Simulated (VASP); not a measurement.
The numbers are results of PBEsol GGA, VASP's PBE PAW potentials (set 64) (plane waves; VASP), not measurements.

A VASP calculation is set up with these files.

INCAR:
```
SYSTEM  =  Fe(211) slab
PREC  =  Normal; ENCUT  =  400; LREAL  =  .FALSE.
LASPH  =  .TRUE.
EDIFF  =  1E-5; NELM  =  100; NELMIN  =  4
ALGO  =  Normal; LMAXMIX  =  4
ISMEAR  =  1; SIGMA  =  0.1
GGA  =  PS
ISPIN  =  2; MAGMOM  =  8*2.5
IBRION  =  2; NSW  =  50; ISIF  =  2
EDIFFG  =  -0.03
LWAVE  =  .TRUE.; LCHARG  =  .FALSE.; LORBIT  =  10
DIPOL  =  0.5 0.5 0.5
LDIPOL  =  .TRUE.; IDIPOL  =  3
```

**POSCAR**
```
Fe(211) slab
1
    2.4123447832    -0.0000000000    -0.0000000000
   -0.0000000000     3.9393424643     0.0000000000
   -0.0000000000     0.0000000000    23.6560708498
Fe
8
Direct
  0.3333330000   0.7500000000   0.3317490000
  0.6666670000   0.2500000000   0.3798200000
  1.0000000000   0.7500000000   0.4278920000
  0.3333330000   0.2500000000   0.4759640000
  0.6666670000   0.7500000000   0.5240360000
  0.0000000000   0.2500000000   0.5721080000
  0.3333330000   0.7500000000   0.6201800000
  0.6666670000   0.2500000000   0.6682510000
```

KPOINTS:
```
Automatic mesh
0
G
  11 7 1
0 0 0
```

POTCAR, in this order: Fe (PBE.64 set). Program: vasp_std.

### Question
What will the output report for the number of irreducible k-points (NKPTS), largest plane-wave count, number of space-group operations, FFT grid (NGX, NGY, NGZ)?

### Answer

- number of irreducible k-points (NKPTS): 24
- largest plane-wave count: 4132
- number of space-group operations: 4
- FFT grid (NGX, NGY, NGZ): 12 × 20 × 120

The cell is a thin slab with vacuum, built from Fe (bcc): (211) face.
